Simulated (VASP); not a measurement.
An input for Ansatz (written as the equivalent of a VASP run, and not itself run):

Ansatz 0.2 input:
```yaml
crystal:
  lattice:
    - [1.9114357, -3.3107023, 0.0000000]
    - [1.9114357, 3.3107023, 0.0000000]
    - [0.0000000, 0.0000000, 6.1536759]
  atoms:
    - { symbol: Mg, position: [0.0000000, 0.0000000, 0.0000000] }
    - { symbol: I, position: [0.3333330, 0.6666670, 0.2713096] }
    - { symbol: I, position: [0.6666670, 0.3333330, 0.7286904] }
kpoints:
  mp_grid: { grid: [7, 7, 4] }
hamiltonian:
  xc: pbesol
  pseudopotentials: { kind: paw }
scf:
  occupations: { method: gaussian, width: 0.05 }
  max_iter: 100
relax:
  max_steps: 40
  f_tol: 0.02
  cell: { p_target: 10 }
output: { forces: true, stress: true, eigenvalues: true }
```

Task: Write the VASP files for the same calculation (PBEsol).

Result: This is not unique; one that fits is 
### POSCAR
```
MgI2
1.0
  1.9114357134  -3.3107023276   0.0000000000
  1.9114357134   3.3107023276   0.0000000000
  0.0000000000   0.0000000000   6.1536759384
Mg I
1 2
Cart
  0.0000000000   0.0000000000   0.0000000000
  1.9114357134   1.1035696497   1.6695514472
  1.9114357134  -1.1035696497   4.4841244912
```

### INCAR
```
SYSTEM = MgI2
PREC = Accurate
ENCUT = 500
EDIFF = 1E-6
NELM = 100
ALGO = Normal
LREAL = .FALSE.
LASPH = .TRUE.
ISMEAR = 0
SIGMA = 0.05
GGA = PS
LMAXMIX = 4
LWAVE = .FALSE.
LCHARG = .FALSE.
IBRION = 2
ISIF = 3
NSW = 40
EDIFFG = -0.02
PSTRESS = 100
```

File KPOINTS:
```
Automatic mesh
0
Gamma
7 7 4
0 0 0
```

POTCAR, in this order: Mg I (PBE.64 set). Program: vasp_std.

The two are equivalent in intent, not identical: each code has its own PAW files, so the cut-off isn't converted (ENCUT is set for VASP's; basis.ecutwfc is left out, and Ansatz then takes the one that its files recommend); Ansatz stops its SCF on the density residual and VASP on the energy change (EDIFF).

The compound is MgI2 in the 1T layered structure. It was relaxed first under an external pressure of 10 GPa.
